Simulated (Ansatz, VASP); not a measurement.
# ZrB2: VASP beside Ansatz, part 2 of 2

One calculation is typed for both programs; each brings its own data sets. How far apart do they land? The cell is taken from a series of runs on this material, whose earlier steps may have relaxed, scaled, displaced or heated it; both programs get it as it stands.

VASP 6.6.1 and Ansatz 0.2.0.

So far: The starting structure; VASP: zone-centre phonons, PBEsol.

## 3. Ansatz: zone-centre phonons, PBEsol

Level of this step: Ansatz beside VASP: Kohn-Sham DFT, plane waves, PBEsol (Ansatz).

Ansatz runs on its PAW soft_1 files.

The same cell, functional, mesh and smearing now go to Ansatz, which takes its cutoff from its data sets.

File input.yaml:

```yaml
crystal:
  lattice:
    - [3.2178338499, 0.0, 0.0]
    - [-1.6089169249, 2.7867258592, 0.0]
    - [0.0, 0.0, 3.4684137371]
  atoms:
    - { symbol: B, position: [0.3333333333, 0.6666666667, 0.5] }
    - { symbol: B, position: [0.6666666667, 0.3333333333, 0.5] }
    - { symbol: Zr, position: [0.0, 0.0, 0.0] }
kpoints:
  mp_grid: { grid: [15, 15, 12] }
hamiltonian:
  xc: pbesol
  pseudopotentials: { kind: paw, azcp: { folder: soft_1 }, xc_functional: pbe }
scf:
  occupations: { method: methfessel_paxton, width: 0.2 }
output:
  eigenvalues: true
phonons:
  method: dfpt
```

Started as:

```console
$ ansatz run input.yaml --threads 4 --pin off --max-ram 10240MiB --backend cpu --events-out ev --progress --plain --runs-dir out
```

Numbers of over 12 decimals in the logs are rounded to 6 here.

The log of the run:

```text
zone centre: on kpoints.mp_grid the ground state, and the responses unless they are solved on pairs of k-points, stand on 448 of the mesh's 2700 k-points, reduced under 4 symmetry operations, with k and −k counted as one. Each operation leaves every solved displacement unchanged or reverses it
Engine: ansatz 0.2.0, x86_64-unknown-linux-gnu
Pseudopotentials: kind: paw
Pseudopotential: B, paw, valence charge 3, recommended cutoff 420 eV (normal), soft_1/B.paw.azcp
Pseudopotential: Zr, paw, valence charge 12, recommended cutoff 420 eV (normal), soft_1/Zr.paw.azcp
Functional definition: PBEsol
  exchange = pbesol_x
  correlation = pbesol_c
Crystal: 3 atoms, lattice volume = 31.102 Å³
Basis set: ecut = 420 eV, 623 PW (Γ), exchange–correlation on 48×48×48 points (8 copies of the dense FFT grid, shifted against one another)
Bands: 13, of which v1, the nominal top of the filled ones, is band 9 counted from 1 (8 counted from 0)
Symmetry: 24 space group operations
k-points: 448 of 2700 (irreducible under 4 space group operations, time reversal used)
Non-local potential: B, projectors of the file, l = 0: 2, l = 1: 2, l = 2: 1
Non-local potential: Zr, projectors of the file, l = 0: 3, l = 1: 2, l = 2: 2, l = 3: 1
PAW form: soft (Blöchl's): semilocal exchange-correlation on the pseudo side does not see the compensation charge
PAW frozen core: B, regenerated for the run's functional, and the local potential with it (the file was generated under x = pbe(κ = 0.804, μ = 0.219515), c = pbe(β = 0.066725))
PAW frozen core: Zr, regenerated for the run's functional, and the local potential with it (the file was generated under x = pbe(κ = 0.804, μ = 0.219515), c = pbe(β = 0.066725))
PAW one-centre angular grid: B, 110 points (default); XC on 64 Gauss nodes
PAW one-centre angular grid: Zr, 590 points (default); XC on 64 Gauss nodes
Initial density: superposition of atomic densities (chi_scale 0.1, normalization cell, long waves kept (reshape's long-wave potential 0.00 eV rms))
Initial wavefunctions: pseudopotential atomic-orbital guess
Functional: x = pbesol(κ = 0.804, μ = 0.123457), c = pbesol(β = 0.046)
SCF iter   1: F=—  HF=-4437.627938 eV  |F-HF|=—  |Δ(HF+E_count)|=         —  Δρ=5.02e-2  dr2=1.45e0  ethr=3.10e-3  ⟨swp⟩=4.9  Hψ=28048  notcnv=0
preconditioner: auto → none  [metal: Δε(μ)=0.046 eV  Ē_g=16.913 eV  σ=0.200 eV  W_gap=0.19  n_scr=8 (ndim 8)  ℏωp=26.6 eV  f_vac=0.000  D(μ)=0.26/eV (n_scr^D=0)  sad-step TF]
SCF iter   2: F=—  HF=-4437.294765 eV  |F-HF|=—  |Δ(HF+E_count)|=   3.33e-1  S|Δr|=    0.00e0  Δρ=2.52e-2  dr2=3.28e-1  ethr=3.10e-3  ⟨swp⟩=2.0  Hψ=11152  notcnv=0
SCF iter   3: F=—  HF=-4437.201106 eV  |F-HF|=—  |Δ(HF+E_count)|=   9.37e-2  S|Δr|=    0.00e0  Δρ=2.16e-3  dr2=9.63e-4  ethr=1.82e-3  ⟨swp⟩=2.1  Hψ=9791  notcnv=0
SCF iter   4: F=—  HF=-4437.201502 eV  |F-HF|=—  |Δ(HF+E_count)|=   3.96e-4  S|Δr|=    0.00e0  Δρ=5.29e-4  dr2=1.32e-4  ethr=5.35e-6  ⟨swp⟩=2.6  Hψ=12765  notcnv=0
SCF iter   5: F=—  HF=-4437.201477 eV  |F-HF|=—  |Δ(HF+E_count)|=   2.47e-5  S|Δr|=    0.00e0  Δρ=6.47e-5  dr2=1.52e-6  ethr=7.32e-7  ⟨swp⟩=2.0  Hψ=8167  notcnv=0
SCF iter   6: F=—  HF=-4437.201478 eV  |F-HF|=—  |Δ(HF+E_count)|=   2.41e-7  S|Δr|=    0.00e0  Δρ=1.05e-5  dr2=1.77e-8  ethr=8.44e-9  ⟨swp⟩=2.1  Hψ=8558  notcnv=0
SCF iter   7: F=—  HF=-4437.201478 eV  |F-HF|=—  |Δ(HF+E_count)|=   2.49e-9  S|Δr|=    0.00e0  Δρ=2.44e-6  dr2=6.23e-10  ethr=9.85e-11  ⟨swp⟩=2.0  Hψ=9874  notcnv=0
SCF iter   8: F=-4437.201478 eV  HF=-4437.201478 eV  |F-HF|=1.82e-12  |Δ(HF+E_count)|=  1.26e-10  S|Δr|=    0.00e0  Δρ=2.20e-7  dr2=5.96e-12  ethr=1.00e-12  ⟨swp⟩=4.5  Hψ=27243  notcnv=0
SCF 1 converged in 8 iterations: F = -4437.201478 eV  dr2 = 5.96e-12
  greatest PAW one-centre occupation: 0.996 electrons in one spin orbital (limit 2), on the Zr atom at site 2 (counted from 0), in its partial waves of l = 0
DFPT response loops at Γ: preconditioner auto → Kerker (q_TF=auto, 2.491 Å⁻¹) (partly filled bands, converged f_vac=0.000); β = 1.00, the filter's whole step (`scf.mixing.beta` (0.50) is not read by the response loops under this deck's `scf.mixing.preconditioner`; to damp them name `kerker` or `kerker_dos`, under which they read `scf.mixing.beta`, and type it under 1.00, their step now; both keys bind the ground state too); Broyden in place of MSR1
SCF converged after 8 iterations
Stability not checked: this state was not tested for a lower state beside it, because cold or Methfessel-Paxton smearing, or corrected tetrahedra, fill the levels in a way that the test cannot read (fill_not_monotonic; see scf.lower_state_search)
Free energy (F): -4437.201478 eV
Harris-Foulkes:  -4437.201478 eV  (|F-HF|=1.82e-12)
Internal energy: -4437.201670 eV  (E = F + TS)
E sigma→0 (E₀):  -4437.201526 eV
Entropy (-TS):   0.000193 eV (0.064 meV/atom)
Fermi energy:    15.488830 eV
--- Per-component energies (eV) ---
  E_band       = -29.902215
  E_kinetic    = 416.634646
  E_local      = -534.770482  (includes V_loc(G=0)·N_el)
  E_nonlocal   = 90.866289
  E_hartree    = 180.152745
  E_xc         = -221.085925
  E_vxc        = -262.372321  (∫ρ·V_xc dr)
  E_paw        = -3059.824282  (= ΣΔE_a)
  E_vpaw       = -100.565811  (= ΣTr[D̂ρ^β])
  E_aug_tail   = -0.000010  (compensation charges beyond the density's cutoff)
  E_ewald      = -1309.369794
  E_core_change = 0.195143  (= ΣΔE_core)
  E_smearing   = 0.000193  (= −TS)
  E_closure    = 0.000000  (closes the sum)
  Σ components = -4437.201478   (vs F -4437.201478, Δ=0.00e0)
--- Band table (eV; the first three rows and the last of 448) ---
  k-point 0: bands = [... 5 lower, 12.6486, 12.6486, 12.9731, 13.4185, 18.8032, 18.8032, 19.8289, 19.8808]
  k-point 1: bands = [... 5 lower, 12.2715, 12.7173, 12.7173, 14.0863, 18.1700, 18.1700, 19.6446, 19.6446]
  k-point 2: bands = [... 5 lower, 11.3488, 12.9210, 12.9210, 14.9385, 17.2670, 17.2670, 19.0243, 19.0243]
  k-point 447: bands = [... 5 lower, 8.5298, 10.9212, 11.8239, 12.8543, 19.1728, 19.8975, 20.2895, 21.6195]
--- Phonons (Γ-DFPT): 4 representative perturbations + reference, on 448 of 2700 k-points (Σ response iterations 12) ---
  k mesh reduced under 4 symmetry operations, with k and −k counted as one. Each operation leaves every solved displacement unchanged or reverses it
  ASR residual: 1.611e-4 → 0.000e0 eV/Å²; symmetrization residual: 4.697e-7 eV/Å²
  ASR residual per site (eV/Å²): 3.52e-5 3.52e-5 1.61e-4
  Γ frequencies (cm⁻¹): 0.00 0.00 0.00 452.34 452.34 469.58 548.45 708.52 708.52
  non-analytic LO–TO correction: not included (Born effective charges unavailable; polar crystals: no LO–TO splitting at Γ)
```

The column dr2 measures how far the density is from self-consistency, as an energy; F and HF (Harris–Foulkes) agree once it is small.

## 4. Differences

Known differences besides the potentials themselves: the cutoff is 420 eV in Ansatz and 500 eV in VASP; Ansatz makes its cores anew for this functional, VASP keeps those of its PBE data sets. Total energies have different zeros and are not compared.

The two programs side by side:

```
                  quantity  Ansatz   VASP  difference
optical mode 1 to 2 (cm⁻¹)   452.3  453.1     -0.17 %
     optical mode 3 (cm⁻¹)   469.6  471.3     -0.36 %
     optical mode 4 (cm⁻¹)   548.5  549.1     -0.11 %
optical mode 5 to 6 (cm⁻¹)   708.5  710.9     -0.34 %
```

Modes are paired by rising frequency, not by their patterns, so a pair may set unlike modes beside each other; they are those without the splitting of longitudinal modes.

## 5. Results

```
r.m.s. difference of the optical zone-centre modes, each program's sorted by frequency (zone-centre phonons, PBEsol) : 1.6 cm⁻¹
```

The r.m.s. difference of the optical zone-centre modes, each program's sorted by frequency is 1.6 cm⁻¹ (zone-centre phonons, PBEsol). How closely two codes agree says nothing of how well the functional describes the real material.

[Lines on the potential files, build, host, timing and source positions are cut from VASP's logs without a mark.]

[Logs are printed without paths, hosts, clocks, repeated set-up lines and the standing remarks that a program may print on its own settings, such as how far it seeks lower states.]

[Hosts, paths, dates, database ids (printed as entryN), source tags and the programs' standing remarks are cut or masked in the printed files.]
